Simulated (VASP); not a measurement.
Input of a VASP 6.6.1 run:

Contents of INCAR:

```
PREC = Accurate
ENCUT = 600
EDIFF = 1E-7
ISMEAR = 1
SIGMA = 0.1
LREAL = False
LASPH = True
NELM = 80
ALGO = Normal
ISIF = 3
LWAVE = False
LCHARG = False
METAGGA = R2SCAN
LMIXTAU = True
IBRION = 2
NSW = 90
EDIFFG = -0.005
```

File KPOINTS:

```
regular mesh
0
Gamma
  18 18 18
```

Contents of POSCAR:

```
Cu                                      
1.0
    0.0000000000      1.7914283005      1.7914283005
    1.7914283005     -0.0000000000      1.7914283005
    1.7914283005      1.7914283005     -0.0000000000
  Cu            
     1
Direct
     0.0000000000000000    0.0000000000000000    0.0000000000000000
```

Potentials or basis: VASP PAW PBE potentials, release 64 (Cu).

Command:

```bash
$ cat potpaw_PBE.64/Cu/POTCAR > POTCAR
$ mpirun -np 1 vasp_std > vasp.out
```

Task: Predict the relaxed volume.

Result: 11.49 Å³/atom.

Task: What does it give for the space group after relaxing (to 0.05 Å)?

Result: Fm-3m (No. 225).

Task: What does it give for the band gap on the k mesh?

Result: None (metal or under the smearing width).

Task: Predict the relaxed cell.

Result: a = 2.533 Å, b = 2.533 Å, c = 2.533 Å, α = 60.00°, β = 60.00°, γ = 60.00°.

Final structure:
```xyz
1
Lattice="0.0000 1.7910 1.7910 1.7910 0.0000 1.7910 1.7910 1.7910 0.0000" Properties=species:S:1:pos:R:3 pbc="T T T"
Cu    0.0000    0.0000    0.0000
```

Caveat: the PAW data sets were made with another functional, which shifts forces and pressure a little.
